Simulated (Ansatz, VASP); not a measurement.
**One calculation of TaGa2O6, two programs**

```xyz
9
Lattice="0.0000 3.7882 3.7882 3.7882 0.0000 3.7882 3.7882 3.7882 0.0000" Properties=species:S:1:pos:R:3 pbc="T T T"
Ta    0.0000    0.0000    0.0000
Ga    5.6824    5.6824    5.6824
Ga    1.8941    1.8941    1.8941
O     0.0000    1.8941    1.8941
O     3.7882    1.8941    1.8941
O     1.8941    0.0000    1.8941
O     1.8941    3.7882    1.8941
O     1.8941    1.8941    0.0000
O     1.8941    1.8941    3.7882
```

Change from the starting cell: ordered vacancies on the A sites of perovskite (Fm-3m, No. 225).

Alike in both runs: task single point; functional PBE; k mesh 4 × 4 × 4; occupations gaussian, width 0.1 eV; no spin polarisation.

|  | VASP | Ansatz |
| --- | --- | --- |
| version | VASP 6.6.1 | Ansatz 0.2.0 |
| potentials or method | VASP PAW PBE potentials, release 64 (Ta_pv, Ga_d, O) | scalar-relativistic, plane waves, PAW |
| plane-wave cutoff (eV) | 520 | 420 |
| valence electrons in the cell | 73 | 75 |

|  | VASP | Ansatz | Ansatz less VASP |
| --- | --- | --- | --- |
| gap on the k mesh at the Fermi level (eV) | none | none | - |
| pressure (GPa) | -5.2 | -5.7 | -0.50 |

A gap of «none» marks a metal or a gap that the smearing closes. The two sets of potentials don't hold the same shells in valence.

Caveats: an odd number of electrons without spin polarisation forces a metal; a magnetic or distorted state may lie lower. Spin-orbit coupling is left out, which matters for the levels of Ta.
